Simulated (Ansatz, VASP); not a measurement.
# BAs: VASP beside Ansatz, part 2 of 2

Wanted: the spread between two codes on one cell, functional and k mesh. The cell is taken from a series of runs on this material, whose earlier steps may have relaxed, scaled, displaced or heated it; both programs get it as it stands.

VASP 6.6.1 and Ansatz 0.2.0.

So far: The structure; VASP: relaxation of cell and atoms, RPBE; Ansatz: relaxation of cell and atoms, RPBE; Side by side.

### 5. Ansatz: zone-centre phonons, RPBE

Level of this step: Ansatz beside VASP: Kohn-Sham DFT, plane waves, RPBE (Ansatz).

Second derivatives magnify differences that forces hide, and they need a tight electronic threshold.

The cell is taken from a series of runs on this material, whose earlier steps may have relaxed, scaled, displaced or heated it; both programs get it as it stands.

The input, input.yaml:

```yaml
crystal:
  lattice:
    - [0.0, 2.4205783748, 2.4205783748]
    - [2.4205783748, 0.0, 2.4205783748]
    - [2.4205783748, 2.4205783748, 0.0]
  atoms:
    - { symbol: B, position: [0.0, 0.0, 0.0] }
    - { symbol: As, position: [0.25, 0.25, 0.25] }
kpoints:
  mp_grid: { grid: [10, 10, 10] }
hamiltonian:
  xc: rpbe
scf:
  occupations: { method: fixed }
output:
  eigenvalues: true
phonons:
  method: dfpt
```

On the command line:

```bash
ansatz run input.yaml --threads 4 --pin off --max-ram 7168MiB --backend cpu --events-out ev --progress --plain --runs-dir out
```

Numbers of over 12 decimals in the logs are rounded to 6 here.

The program printed:

```text
zone centre: on kpoints.mp_grid the ground state, and the responses unless they are solved on pairs of k-points, stand on 102 of the mesh's 1000 k-points, reduced under 8 symmetry operations, with k and −k counted as one. Each operation leaves every solved displacement unchanged or reverses it
[...]
Crystal: 2 atoms, lattice volume = 28.365 Å³
[...]
k mesh reduced under 8 symmetry operations, with k and −k counted as one. Each operation leaves every solved displacement unchanged or reverses it
  ASR residual: 2.501e-5 → 0.000e0 eV/Å²; symmetrization residual: 7.348e-7 eV/Å²
  ASR residual per site (eV/Å²): 1.79e-5 2.50e-5
  Γ frequencies (cm⁻¹): 0.00 0.00 0.00 668.77 668.77 668.77
  non-analytic LO–TO correction: not included (Born effective charges unavailable; polar crystals: no LO–TO splitting at Γ)
[key lines of the parts left out:]
SCF converged after 8 iterations
Free energy (F): -5019.042803 eV
Fermi energy:    10.605815 eV
```

### 6. VASP: zone-centre phonons, RPBE

The same cell, functional and mesh now go to VASP, with its own data sets.

The input, INCAR:

```
SYSTEM = BAs
PREC = Accurate
ENCUT = 500
EDIFF = 1E-08
NELM = 120
ISMEAR = 0
SIGMA = 0.01
LREAL = .FALSE.
ALGO = Normal
GGA = RP
NBANDS = 10
LORBIT = 11
LWAVE = .FALSE.
LCHARG = .FALSE.
ISIF = 2
IBRION = 8
LASPH = .TRUE.
GGA_COMPAT = .FALSE.
EFERMI = MIDGAP
KPAR = 2
```

The input, POSCAR:

```
BAs
1.0
    0.0000000000      2.4205783748      2.4205783748
    2.4205783748      0.0000000000      2.4205783748
    2.4205783748      2.4205783748      0.0000000000
B As
1 1
Direct
    0.0000000000      0.0000000000      0.0000000000
    0.2500000000      0.2500000000      0.2500000000
```

The input, KPOINTS:

```
Automatic mesh
0
Gamma
10 10 10
0 0 0
```

PAW data sets: B and As (PBE family, release 64).

On the command line:

```bash
mpirun -np 2 vasp_std
```

The program printed:

```text
[banner, memory and clock lines left out]
running    2 mpi-ranks, on    1 nodes
[...]
[... a notice as in an earlier step ...]

 LDA part: xc-table for (Slater+PW92), standard interpolation
 POSCAR, INCAR and KPOINTS ok, starting setup
[...]
entering main loop
       N       E                     dE             d eps       ncg     rms          rms(c)
DAV:   1     0.133962292641E+02    0.13396E+02   -0.36337E+03   940   0.681E+02
DAV:   2    -0.106210816884E+02   -0.24017E+02   -0.23186E+02  1294   0.104E+02
DAV:   3    -0.112667481090E+02   -0.64567E+00   -0.64427E+00  1144   0.175E+01
DAV:   4    -0.112686192912E+02   -0.18712E-02   -0.18710E-02  1144   0.102E+00
[...]
DAV:  11    -0.107489539350E+02   -0.10421E-04   -0.17681E-05  1196   0.290E-02    0.102E-02
DAV:  12    -0.107489555554E+02   -0.16204E-05   -0.63143E-06  1022   0.174E-02    0.391E-03
DAV:  13    -0.107489555638E+02   -0.83991E-08   -0.91378E-08  1138   0.222E-03
   1 F= -.10748956E+02 E0= -.10748956E+02  d E =0.000000E+00
[...]
RMM:   9    -0.392929643447E-01    0.11621E-07    0.24117E-08  6028   0.107E-04    0.676E-06
RMM:  10    -0.392929796524E-01   -0.15308E-07    0.36506E-09  6131   0.707E-05    0.882E-07
RMM:  11    -0.392929841425E-01   -0.44901E-08    0.26086E-08  5848   0.577E-05    0.395E-07
 first order change of Fermi-energy  -0.24260E+01
 force on displaced ion       1 direction 1 : -15.750  -0.000  -0.000
 Linear response progress:
  Degree of freedom:   2/  2
       N       E                     dE             d eps       ncg     rms          rms(c)
RMM:   1    -0.386230610293E-01   -0.38623E-01    0.33793E-02  8196   0.113E+00
RMM:   2    -0.365588948999E-01    0.20642E-02   -0.17416E-04  5445   0.211E-01    0.933E-02
RMM:   3    -0.364676266955E-01    0.91268E-04    0.12263E-04  5789   0.319E-02    0.558E-02
RMM:   4    -0.364573351276E-01    0.10292E-04    0.91324E-05  5629   0.416E-02    0.395E-03
[...]
RMM:   9    -0.364700408234E-01   -0.21096E-06   -0.28909E-08  5922   0.129E-04    0.432E-06
RMM:  10    -0.364700299265E-01    0.10897E-07   -0.37016E-08  5995   0.531E-05    0.272E-06
RMM:  11    -0.364700237743E-01    0.61522E-08   -0.32924E-09  5687   0.538E-05    0.271E-07
 first order change of Fermi-energy   0.24263E+01
 force on displaced ion       2 direction 1 : -15.753  -0.000  -0.000
 Linear response finished
```

From OUTCAR (step 6):

```text
  Total        0.0837578      0.0837578      0.0837578      0.0000000      0.0000000      0.0000000
  in kB        4.7309513      4.7309513      4.7309513      0.0000000      0.0000000      0.0000000
  external PRESSURE =       4.7309513 kB  Pullay stress =       0.0000000 kB

 POSITION                                       TOTAL-FORCE (eV/Angst)
 -----------------------------------------------------------------------------------
      0.00000      0.00000      0.00000        -0.000000     -0.000000     -0.000000
      1.21029      1.21029      1.21029         0.000000      0.000000      0.000000
 -----------------------------------------------------------------------------------
    total drift:                               -0.000000     -0.000000     -0.000000

[... 1 part as in an earlier step ...]

[... 1 further part left out ...]
```

### 7. Comparison

What differs besides the data sets and the points named for the pairs above, as far as they apply: the data sets hold 18 valence electrons in Ansatz (on its default PAW (the set named soft_2) files) and 8 in VASP. Total energies have different zeros and are not compared.

Compared:

```csv
quantity,Ansatz,VASP,difference
optical mode 1 to 3 (cm⁻¹),668.8,673.3,-0.67 %
```

Modes are paired by rising frequency, not by their patterns, so a pair may set unlike modes beside each other; they are those without the splitting of longitudinal modes.

### 8. Summary of results

| Quantity | Value |
| --- | --- |
| difference in volume (relaxation of cell and atoms, RPBE) | -0.37 % |
| r.m.s. difference of the optical zone-centre modes, each program's sorted by frequency (zone-centre phonons, RPBE) | 4.5 cm⁻¹ |
| difference in optical mode 1 to 3 (zone-centre phonons, RPBE) | -0.7 % |

What this shows: The difference in volume is -0.37 % (relaxation of cell and atoms, RPBE), within the 1.2 % picked in this series as the mark of a large difference, as far as the stopping tolerances let one tell. The data sets hold unlike numbers of valence electrons (18 in Ansatz and 8 in VASP), so part of the differences comes from the potentials. Among the rows given in per cent, the largest difference of the zone-centre phonons, RPBE pair is in optical mode 1 to 3, -0.7 %. 1 further run of this series is not shown here. How closely two codes agree says nothing of how well the functional describes the real material.

[Lines on the potential files, build, host, timing and source positions are cut from VASP's logs without a mark.]

[Logs are printed without paths, hosts, clocks, repeated set-up lines and the standing remarks that a program may print on its own settings, such as how far it seeks lower states.]

[Hosts, paths, dates, database ids (printed as entryN), source tags and the programs' standing remarks are cut or masked in the printed files.]
